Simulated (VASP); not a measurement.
Given:

```
CELL_PARAMETERS angstrom
      0.00000     2.02273     2.02273
      2.02273     0.00000     2.02273
      2.02273     2.02273     0.00000
ATOMIC_POSITIONS crystal
  Ag 0.00000 0.00000 0.00000
```

All values below come from PBEsol GGA, VASP's PBE PAW potentials (set 64) (plane waves; VASP). Run with 480 eV cut-off, 14×14×14 Γ-centred mesh, first-order Methfessel-Paxton smearing of 0.10 eV, potentials Ag.

Energy and stress use the plane-wave basis of the starting cell.

Problem. The ions, cell shape and volume at an external pressure of 10.0 GPa are relaxed. Which structure does the run end with?

Solution. 
```
CELL_PARAMETERS angstrom
      0.00000     1.97958     1.97958
      1.97958     0.00000     1.97958
      1.97958     1.97958     0.00000
ATOMIC_POSITIONS crystal
  Ag 0.00000 0.00000 0.00000
```
Space group Fm-3m (225), at a tolerance of 0.03 Å.

Problem. How do energy and volume change from the first to the last step?

Solution. The energy (σ→0) changes by +32.0 meV/atom and the volume by -6.3 %, in 4 ionic steps.

```
step  E(σ→0) (eV)  max force (eV/Å)  pressure (GPa)  volume (Å³)
----  -----------  ----------------  --------------  -----------
1         -3.3090             0.000            0.51        16.55
2         -3.1421             0.000           27.33        14.31
3         -3.2782             0.000            9.80        15.53
4         -3.2770             0.000           10.02        15.51
```

The compound is Ag in the fcc structure. This run relaxes it under an external pressure of 10 GPa. Symmetry was kept, so distortions that lower it aren't found.
